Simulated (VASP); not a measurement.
Output of a VASP run:

OUTCAR:
```
 ion  position               nearest neighbor table
   1  0.000  0.000  0.000-   2 2.07   2 2.07   2 2.07   2 2.07   2 2.07   2 2.07
   2  0.500  0.500  0.500-   1 2.07   1 2.07   1 2.07   1 2.07   1 2.07   1 2.07
  LATTYP: Found a face centered cubic cell.
 ALAT       =     4.1378617440
 Subroutine PRICEL returns:
 Original cell was already a primitive cell.
 Subroutine GETGRP returns: Found 48 space group operations
The static configuration has the point symmetry O_h .
The dynamic configuration has the point symmetry O_h .
 Subroutine INISYM returns: Found 48 space group operations
 Subroutine IBZKPT returns following result:
 Found     72 irreducible k-points:

 Following reciprocal coordinates:
            Coordinates               Weight
  0.000000  0.000000  0.000000      1.000000
  0.083333  0.000000  0.000000      8.000000
  0.166667  0.000000  0.000000      8.000000
  0.250000  0.000000  0.000000      8.000000
  0.333333  0.000000  0.000000      8.000000
  0.416667  0.000000  0.000000      8.000000
  0.500000  0.000000  0.000000      4.000000
  0.083333  0.083333  0.000000      6.000000
  0.166667  0.083333  0.000000     24.000000
  0.250000  0.083333  0.000000     24.000000
  0.333333  0.083333  0.000000     24.000000
  0.416667  0.083333  0.000000     24.000000
  0.500000  0.083333  0.000000     24.000000
 -0.416667  0.083333  0.000000     24.000000
 -0.333333  0.083333  0.000000     24.000000
 -0.250000  0.083333  0.000000     24.000000
 -0.166667  0.083333  0.000000     24.000000
 -0.083333  0.083333  0.000000     12.000000
  0.166667  0.166667  0.000000      6.000000
  0.250000  0.166667  0.000000     24.000000
  0.333333  0.166667  0.000000     24.000000
  0.416667  0.166667  0.000000     24.000000
  0.500000  0.166667  0.000000     24.000000
 -0.416667  0.166667  0.000000     24.000000
 -0.333333  0.166667  0.000000     24.000000
 -0.250000  0.166667  0.000000     24.000000
 -0.166667  0.166667  0.000000     12.000000
  0.250000  0.250000  0.000000      6.000000
  0.333333  0.250000  0.000000     24.000000
  0.416667  0.250000  0.000000     24.000000
  0.500000  0.250000  0.000000     24.000000
 -0.416667  0.250000  0.000000     24.000000
 -0.333333  0.250000  0.000000     24.000000
 -0.250000  0.250000  0.000000     12.000000
  0.333333  0.333333  0.000000      6.000000
  0.416667  0.333333  0.000000     24.000000
  0.500000  0.333333  0.000000     24.000000
 -0.416667  0.333333  0.000000     24.000000
 -0.333333  0.333333  0.000000     12.000000
  0.416667  0.416667  0.000000      6.000000
   k-points           NKPTS =     72   k-points in BZ     NKDIM =     72   number of bands    NBANDS=      9
   number of dos      NEDOS =    601   number of ions     NIONS =      2
   total plane-waves  NPLWV =  13824
   dimension x,y,z NGX =    24 NGY =   24 NGZ =   24
   dimension x,y,z NGXF=    48 NGYF=   48 NGZF=   48
   ions per type =               1   1
   PREC   = accura    normal or accurate (medium, high low for compatibility)
   ISTART =      0    job   : 0-new  1-cont  2-samecut
   ICHARG =      2    charge: 1-file 2-atom 10-const
   ISPIN  =      1    spin polarized calculation?
   LNONCOLLINEAR =      F non collinear calculations
   LSORBIT =      F    spin-orbit coupling
   INIWAV =      1    electr: 0-lowe 1-rand  2-diag
   ENCUT  =  520.0 eV  38.22 Ry    6.18 a.u.   5.44  5.44  5.44*2*pi/ulx,y,z
   NELM   =    100;   NELMIN=  2; NELMDL= -5     # of ELM steps
   EDIFF  = 0.1E-06   stopping-criterion for ELM
   LREAL  =      F    real-space projection
   NLSPLINE    = F    spline interpolate recip. space projectors
   LMAXMIX     =    2 max onsite mixed and CHGCAR
   VOSKOWN=      0    Vosko Wilk Nusair interpolation
   EDIFFG = 0.1E-05   stopping-criterion for IOM
   NSW    =      0    number of steps for IOM
   NBLOCK =      1;   KBLOCK =      1    inner block; outer block
   IBRION =     -1    ionic relax: 0-MD 1-quasi-New 2-CG
...
```

File OSZICAR:
```
       N       E                     dE             d eps       ncg     rms          rms(c)
DAV:   1     0.292889527040E+02    0.29289E+02   -0.56010E+03  1336   0.111E+03
DAV:   2    -0.874914664222E+01   -0.38038E+02   -0.37544E+02  1446   0.203E+02
DAV:   3    -0.973697991560E+01   -0.98783E+00   -0.98565E+00  1693   0.306E+01
DAV:   4    -0.974877789948E+01   -0.11798E-01   -0.11796E-01  1714   0.332E+00
DAV:   5    -0.974884602356E+01   -0.68124E-04   -0.68124E-04  1747   0.163E-01    0.469E+00
DAV:   6    -0.920027461756E+01    0.54857E+00   -0.30469E+00  1317   0.135E+01    0.149E+00
DAV:   7    -0.921378861164E+01   -0.13514E-01   -0.21693E-02  1576   0.169E+00    0.913E-01
DAV:   8    -0.923091939456E+01   -0.17131E-01   -0.33145E-02  1676   0.224E+00    0.116E-01
DAV:   9    -0.923121822205E+01   -0.29883E-03   -0.12903E-03  1531   0.385E-01    0.487E-02
DAV:  10    -0.923138464961E+01   -0.16643E-03   -0.41941E-04  1452   0.189E-01    0.120E-02
DAV:  11    -0.923139310876E+01   -0.84592E-05   -0.78471E-06  1708   0.326E-02    0.314E-03
DAV:  12    -0.923139261059E+01    0.49817E-06   -0.16759E-06  1386   0.148E-02    0.108E-03
DAV:  13    -0.923139275010E+01   -0.13951E-06   -0.82697E-08  1610   0.262E-03    0.972E-05
DAV:  14    -0.923139281116E+01   -0.61063E-07   -0.31488E-09   707   0.689E-04
   1 F= -.92313928E+01 E0= -.92313928E+01  d E =0.000000E+00
```

### OUTCAR
```
------------------------ aborting loop because EDIFF is reached ----------------------------------------
  FORCE on cell =-STRESS in cart. coord.  units (eV):
  Direction    XX          YY          ZZ          XY          YZ          ZX
  --------------------------------------------------------------------------------------
  Total        0.0096600      0.0096600      0.0096600     -0.0000000      0.0000000     -0.0000000
  in kB        0.8738151      0.8738151      0.8738151     -0.0000000      0.0000000     -0.0000000
  external PRESSURE =       0.8738151 kB  Pullay stress =       0.0000000 kB
  volume of cell :       17.71
      direct lattice vectors                 reciprocal lattice vectors
     0.000000000  2.068930872  2.068930872    -0.241670713  0.241670713  0.241670713
     2.068930872  0.000000000  2.068930872     0.241670713 -0.241670713  0.241670713
     2.068930872  2.068930872  0.000000000     0.241670713  0.241670713 -0.241670713
  FREE ENERGIE OF THE ION-ELECTRON SYSTEM (eV)
  ---------------------------------------------------
  free  energy   TOTEN  =        -9.2313928112 eV

  energy  without entropy=       -9.2313928112  energy(sigma->0) =       -9.23139281

 total charge

# of ion       s       p       d       tot
------------------------------------------
    1        2.011   0.031   0.000   2.041
    2        1.733   4.410   0.000   6.142
--------------------------------------------------
tot          3.743   4.440   0.000   8.183
```
(Selected blocks of OUTCAR.)

**POSCAR**
```
LiF
1
   -0.0000000000     2.0689308720     2.0689308720
    2.0689308720     0.0000000000     2.0689308720
    2.0689308720     2.0689308720    -0.0000000000
Li F
1 1
Direct
  0.0000000000   0.0000000000   0.0000000000
  0.5000000000   0.5000000000   0.5000000000
```

Task: Reconstruct the remaining input files.

Result: One answer among several that fit: the input of the run itself, RPBE GGA, plane waves, VASP's PBE PAW potentials (set 64).

**INCAR**
```
ALGO = Normal
EDIFF = 1E-7
ENCUT = 520
GGA = RP
ISIF = 2
ISMEAR = -5
LASPH = T
LCHARG = T
LORBIT = 11
LREAL = F
LWAVE = F
NEDOS = 601
NELM = 100
PREC = Accurate
SYSTEM = LiF
```

**KPOINTS**
```
Automatic mesh
0
Gamma
12 12 12
0 0 0
```

POTCAR, in this order: Li_sv F (PBE.64 set). Program: vasp_std.

The compound is LiF in the rock salt structure. It was relaxed first, which changed the volume by +8 %.
